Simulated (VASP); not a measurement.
Here is a VASP 6.6.1 calculation.

The input INCAR:

```
AGGAC    = 0.0          
ALGO     = Normal         # electronic algorithm
AMIX     = 0.1          
EDIFF    = 1E-6           # SCF threshold, eV
ENCUT    = 520            # plane-wave cutoff, eV
GGA      = MK             # functional
IMIX     = 1            
ISIF     = 2              # what is computed and relaxed
ISMEAR   = -1             # smearing method
LASPH    = True           # aspherical terms in the spheres
LCHARG   = False          # write CHGCAR
LREAL    = False          # projectors in reciprocal space
LUSE_VDW = True         
LWAVE    = False          # write WAVECAR
NBANDS   = 28             # bands
NELM     = 80             # most SCF steps
PARAM1   = 0.1234       
PARAM2   = 1.0          
PREC     = Accurate       # precision mode
SIGMA    = 0.02           # smearing width, eV
```

Contents of KPOINTS:

```
k-points
0
Gamma
  7 7 5
```

POSCAR

```
AgF4
1.0
    3.6206400000      0.0000000000      0.0000000000
    0.0000000000      3.6206400000      0.0000000000
    0.0000000000      0.0000000000      5.2994100000
Ag F
1 4
Direct
    0.0000000000      0.0000000000      0.0000000000
    0.5000000000      0.0000000000      0.2266600000
    0.0000000000      0.5000000000      0.7733400000
    0.5000000000      0.0000000000      0.7733400000
    0.0000000000      0.5000000000      0.2266600000
```

Potentials or basis: VASP PAW PBE potentials, release 64 (Ag, F).

Run with:

```console
$ cat potpaw_PBE.64/Ag/POTCAR potpaw_PBE.64/F/POTCAR > POTCAR
$ mpirun -np 1 vasp_std > vasp.out
```

**Question.** What does it give for the band gap on the k mesh?

**Answer.** None (metal or under the smearing width).

**Question.** Predict the largest force.

**Answer.** 0.034 eV/Å.

**Question.** Predict the pressure.

**Answer.** -2.9 GPa.

Stress tensor (GPa, compression positive):
```
-2.98  0.00  0.00
 0.00 -2.98  0.00
 0.00  0.00 -2.74
```

Caveat: the PAW data sets were made with another functional, which shifts forces and pressure a little; an odd number of electrons without spin polarisation forces a metal; a magnetic or distorted state may lie lower.
